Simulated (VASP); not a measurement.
Crystal: Sn.

```xyz
2
Lattice="-2.9196 2.9196 1.5938 2.9196 -2.9196 1.5938 2.9196 2.9196 -1.5938" Properties=species:S:1:pos:R:3 pbc="T T T"
Sn    0.0000    0.0000    0.0000
Sn    0.0000    2.9196    0.7969
```

Base run:

```yaml
Program: VASP 6.6.1
Functional: PBEsol
Potentials_or_basis: VASP PAW PBE potentials, release 64 (Sn_d)
Cutoff: 520 eV
k_mesh: 12 × 12 × 12
Occupations: fermi-dirac, width 0.05 eV
Spin: no spin polarisation
```

Its results: band gap on the k mesh none (metal or under the smearing width); pressure -0.7 GPa.

Task: The run is repeated on the same cell with these changes: cutoff from 520 eV to 300 eV. What comes out?

Result: Band gap on the k mesh none (metal or under the smearing width); pressure -1.1 GPa.

Caveats: the PAW data sets were made with another functional, which shifts forces and pressure a little.
